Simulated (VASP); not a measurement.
Given:

```yaml
crystal:
  lattice:
    - [3.14227, 0.00000, 0.00000]
    - [-1.57113, 2.72128, 0.00000]
    - [0.00000, 0.00000, 12.53172]
  atoms:
    - { symbol: Mo, position: [0.66667, 0.33333, 0.75000] }
    - { symbol: Mo, position: [0.33333, 0.66667, 0.25000] }
    - { symbol: S, position: [0.66667, 0.33333, 0.37434] }
    - { symbol: S, position: [0.33333, 0.66667, 0.87434] }
    - { symbol: S, position: [0.33333, 0.66667, 0.62566] }
    - { symbol: S, position: [0.66667, 0.33333, 0.12566] }
```

Calculation: PBEsol GGA, VASP's PBE PAW potentials (set 64) (plane waves; VASP 6.6.1). Run with 480 eV cut-off, 7×7×2 Γ-centred mesh, Gaussian smearing of 0.050 eV, potentials Mo_sv S.

Without a dispersion term in the relaxation, distances and binding between the weakly bound layers, chains or molecules are unreliable, and so is what depends on them.

**Question.** Estimate the energy per atom (σ→0).

**Answer.** 
```yaml
energy per atom (σ→0): -7.818 eV/atom
```

Only differences to runs with the same potentials and settings are physical.

The compound is MoS2 in the 2H layered structure. It was relaxed first. The start is the result of an earlier pass.
